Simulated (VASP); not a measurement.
Given:

```
CELL_PARAMETERS angstrom
      0.00000     2.77844     2.77844
      2.77844     0.00000     2.77844
      2.77844     2.77844     0.00000
ATOMIC_POSITIONS crystal
  Ga 0.00000 0.00000 0.00000
  P  0.25000 0.25000 0.25000
```

Calculation: vdW-DF-cx, VASP's PBE PAW potentials (set 64) (plane waves; VASP). Run with 520 eV cut-off, 8×8×8 Γ-centred mesh, Gaussian smearing of 0.050 eV, potentials Ga_d P.

Question: Predict the energy per atom (σ→0), pressure, band gap (on the k-mesh) with the smallest direct gap where there is one.

Answer: 
```json
{
 "band gap (on the k-mesh)": "1.31 eV",
 "smallest direct gap (on the k-mesh)": "1.31 eV",
 "energy per atom (σ→0)": "-2.313 eV/atom",
 "pressure": "-42.6 kbar"
}
```

The compound is GaP in the zinc blende structure. This cell is one point of a volume scan, at 1.06 of the reference volume.
